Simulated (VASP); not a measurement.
Consider the following.

```yaml
crystal:
  lattice:
    - [-1.89382, 1.89382, 4.80857]
    - [1.89382, -1.89382, 4.80857]
    - [1.89382, 1.89382, -4.80857]
  atoms:
    - { symbol: Ti, position: [0.75000, 0.25000, 0.50000] }
    - { symbol: Ti, position: [0.00000, 0.00000, 0.00000] }
    - { symbol: O, position: [0.54250, 0.04250, 0.50000] }
    - { symbol: O, position: [0.79250, 0.79250, 0.00000] }
    - { symbol: O, position: [0.20750, 0.20750, 0.00000] }
    - { symbol: O, position: [0.95750, 0.45750, 0.50000] }
```

These are PBE GGA with D4 dispersion, VASP's PBE PAW potentials (set 64) (plane waves; VASP) values and carry that method's errors. Run with 520 eV cut-off, 9×9×9 Γ-centred mesh, tetrahedra with Blöchl corrections, potentials Ti_sv O.

Question: Predict the energy per atom (σ→0).

Answer: 
The energy per atom (σ→0) comes out as -9.161 eV/atom.

Total energies compare only between runs with the same potentials, cut-off and functional.

The compound is TiO2 in the anatase structure, one of several forms; rutile is the usual stable one. It was relaxed first.
